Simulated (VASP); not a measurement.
```
CELL_PARAMETERS angstrom
      5.77522     0.00000     0.00000
      0.00000     5.77522     0.00000
      0.00000     0.00000     5.77522
ATOMIC_POSITIONS crystal
  Zn 0.00000 0.50000 0.50000
  Zn 0.50000 0.00000 0.50000
  Zn 0.50000 0.50000 0.00000
  Cd 0.00000 0.00000 0.00000
  Se 0.73843 0.73843 0.26157
  Se 0.73843 0.26157 0.73843
  Se 0.26157 0.26157 0.26157
  Se 0.26157 0.73843 0.73843
```

All values below come from r2SCAN meta-GGA, VASP's PBE PAW potentials (set 64) (plane waves; VASP). Settings: 400 eV cut-off, 5×5×5 Γ-centred mesh, tetrahedra with Blöchl corrections, potentials Zn Cd Se.

Problem. Give the energies of bands 28 to 41 at the high-symmetry points, in eV from the valence-band maximum.

Solution. 
```
band      Γ      X      M      R
----  -----  -----  -----  -----
28    -2.17  -2.73  -3.87  -4.81
29    -2.17  -2.60  -2.61  -1.09
30    -2.17  -2.60  -2.36  -1.09
31    -2.09  -2.60  -2.33  -0.89
32    -2.09  -2.57  -2.33  -0.89
33    -2.09  -1.33  -1.19  -0.89
34     0.00  -1.33  -0.83  -0.64
35     0.00  -1.01  -0.74  -0.64
36     0.00  -1.01  -0.74  -0.64
37     1.59   4.07   4.34   2.91
38     3.40   4.24   4.34   2.91
39     3.40   4.50   4.51   2.91
40     3.40   4.54   4.92   3.13
41     3.67   5.72   6.21   6.63
```

The gap is direct, 1.59 eV, from the valence maximum at Γ to the conduction minimum at Γ.

The structure comes from a computed database's Zn3CdSe4 entry (P-43m); how it stands against other phases isn't given here. It was relaxed first.
